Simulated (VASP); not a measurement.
VASP input:

File KPOINTS:
```
Automatic mesh
0
Gamma
5 5 4
0 0 0
```

INCAR:
```
SYSTEM = Se
PREC = Accurate
ENCUT = 400
EDIFF = 1E-6
NELM = 100
ALGO = Normal
LREAL = .FALSE.
LASPH = .TRUE.
ISMEAR = 0
SIGMA = 0.05
GGA = PE
LMAXMIX = 4
LWAVE = .FALSE.
LCHARG = .FALSE.
ISIF = 2
NBANDS = 8
```

POSCAR:
```
Se
1
    2.1850000000    -3.7845310000     0.0000000000
    2.1850000000     3.7845310000     0.0000000000
    0.0000000000     0.0000000000     4.9500000000
Se
3
Direct
  0.0000000000   0.2250000000   0.6666670000
  0.7750000000   0.7750000000   0.0000000000
  0.2250000000   0.0000000000   0.3333330000
```

POTCAR, in this order: Se (PBE.64 set). Program: vasp_std.

The run wrote:

### standard output
```
 POSCAR found type information on POSCAR Se
 POSCAR found :  1 types and       3 ions
 Reading from existing POTCAR
 Reading from existing POTCAR
 LDA part: xc-table for (Slater+PW92), standard interpolation

 -----------------------------------------------------------------------------
|                                                                             |
|     EEEEEEE  RRRRRR   RRRRRR   OOOOOOO  RRRRRR      ###     ###     ###     |
|     E        R     R  R     R  O     O  R     R     ###     ###     ###     |
|     E        R     R  R     R  O     O  R     R     ###     ###     ###     |
|     EEEEE    RRRRRR   RRRRRR   O     O  RRRRRR       #       #       #      |
|     E        R   R    R   R    O     O  R   R                               |
|     E        R    R   R    R   O     O  R    R      ###     ###     ###     |
|     EEEEEEE  R     R  R     R  OOOOOOO  R     R     ###     ###     ###     |
|                                                                             |
|     The number of bands is not sufficient to hold all electrons. I am       |
|     sorry, but this calculation does not make sense. If you want to         |
|     calculate only selected states, you need to set either EFERMI or        |
|     EREF. EREF specifies around which energy states are supposed to be      |
|     calculated.                                                             |
|     I found NBANDS = 8, NELECT = 18.                                        |
|                                                                             |
|       ---->  I REFUSE TO CONTINUE WITH THIS SICK JOB ... BYE!!! <----       |
|                                                                             |
 -----------------------------------------------------------------------------
```

Read the log: what went wrong, and how is it fixed?

The cause: NBANDS is too small to hold all electrons. VASP stops with an error: The number of bands is not sufficient to hold all electrons. I am sorry, but this calculation does not make sense. If you want to calculate only selected states, you need to set either EFERMI or EREF. EREF specifies around which energy states are supposed to be calculated. I found NBANDS = 8, NELECT = 18. ----> I REFUSE TO CONTINUE WITH THIS SICK JOB ... BYE!!! <---- To mend it, remove NBANDS.

The mended run (PBE GGA, plane waves, VASP's PBE PAW potentials (set 64)) converges, and its OSZICAR ends with
```
   1 F= -.10465825E+02 E0= -.10465825E+02  d E =-.115293E-15
```

The compound is Se in the trig structure. The cell was not relaxed at this level.
